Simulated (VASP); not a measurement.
These are PBE GGA, VASP's PBE PAW potentials (set 64) (plane waves; VASP) values and carry that method's errors.

Input for VASP

### INCAR
```
# general
SYSTEM  = CoSi2
PREC    = Accurate
ENCUT   = 520   # plane-wave cut-off (eV)
LREAL   = .False.
LASPH   = .True.

# electronic loop
EDIFF   = 1E-7   # SCF stop (eV)
NELM    = 100   # most electronic steps
ALGO    = Normal   # blocked Davidson
LMAXMIX = 4   # l cut-off of mixed one-centre charges

# smearing
ISMEAR  = -5

# functional
GGA     = PE

# ions
ISIF    = 2

# output
LWAVE   = .False.
LCHARG  = .True.
LORBIT  = 11   # lm-projected
NEDOS   = 601   # DOS grid

# other
LEFG    = .True.
```

### KPOINTS
```
Automatic mesh
0
Gamma
11 11 11
0 0 0
```

### POSCAR
```
CoSi2
3.7895640
  0.0000000000   0.7071068344   0.7071068344
  0.7071068344   0.0000000000   0.7071068344
  0.7071068344   0.7071068344   0.0000000000
Co Si
1 2
Direct
  0.0000000000   0.0000000000   0.0000000000
  0.2500000000   0.2500000000   0.2500000000
  0.7500000000   0.7500000000   0.7500000000
```

POTCAR, in this order: Co Si (PBE.64 set). Program: vasp_std.

Problem. What will the output report for the number of irreducible k-points (NKPTS), largest plane-wave count, number of space-group operations, FFT grid (NGX, NGY, NGZ)?

Solution. 
```
Quantity                                      Result
--------------------------------------  ------------
number of irreducible k-points (NKPTS)            56
largest plane-wave count                        1044
number of space-group operations                  48
FFT grid (NGX, NGY, NGZ)                28 × 28 × 28
```

The compound is CoSi2 in the fluorite structure. It was relaxed first. The run is not spin-polarised, so no magnetic state was tried. The electron count is odd and the run is not spin-polarised, which forces a metal.
